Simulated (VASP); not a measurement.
All values below come from optB88-vdW, VASP's PBE PAW potentials (set 64) (plane waves; VASP).

A VASP calculation is set up with these files.

**KPOINTS**
```
k-points along high-symmetry lines
15
Line-mode
Reciprocal
  0.000000   0.000000   0.000000 ! GAMMA
  0.000000   0.500000   0.000000 ! X

  0.000000   0.500000   0.000000 ! X
  0.500000   0.500000   0.000000 ! M

  0.500000   0.500000   0.000000 ! M
  0.000000   0.000000   0.000000 ! GAMMA

  0.000000   0.000000   0.000000 ! GAMMA
  0.500000   0.500000   0.500000 ! R

  0.500000   0.500000   0.500000 ! R
  0.000000   0.500000   0.000000 ! X

  0.500000   0.500000   0.500000 ! R
  0.500000   0.500000   0.000000 ! M
```

### POSCAR
```
PdIn
1
    3.3076163823     0.0000000000     0.0000000000
    0.0000000000     3.3076163823     0.0000000000
    0.0000000000     0.0000000000     3.3076163823
In Pd
1 1
Direct
  0.5000000000   0.5000000000   0.5000000000
  0.0000000000   0.0000000000   0.0000000000
```

### INCAR
```
! general
SYSTEM   = PdIn
PREC     = Accurate
ENCUT    = 520
LREAL    = .FALSE.   ! projection in real space or not
LASPH    = .TRUE.
ICHARG   = 11   ! fixed density

! electronic loop
EDIFF    = 1E-7   ! SCF stop (eV)
NELM     = 100   ! most electronic steps
ALGO     = Normal   ! blocked Davidson
LMAXMIX  = 4

! smearing
ISMEAR   = 0
SIGMA    = 0.05

! functional
GGA      = BO
LUSE_VDW = .TRUE.
AGGAC    = 0.0
PARAM1   = 0.1833333333
PARAM2   = 0.22

! output
LWAVE    = .FALSE.
LCHARG   = .FALSE.
LORBIT   = 11   ! lm-projected
```

POTCAR, in this order: In_d Pd (PBE.64 set). Program: vasp_std. Read from the step before: CHGCAR.

Q: What will the output report for the number of irreducible k-points (NKPTS), largest plane-wave count, number of space-group operations, FFT grid (NGX, NGY, NGZ)?

A: 
The number of irreducible k-points (NKPTS) comes out as 90. The largest plane-wave count is 996 and the number of space-group operations is 48. The FFT grid (NGX, NGY, NGZ) is 28 × 28 × 28.

The compound is PdIn in the CsCl type structure. It was relaxed first, which changed the volume by +5 %. The electron count is odd and the run is not spin-polarised, which forces a metal.
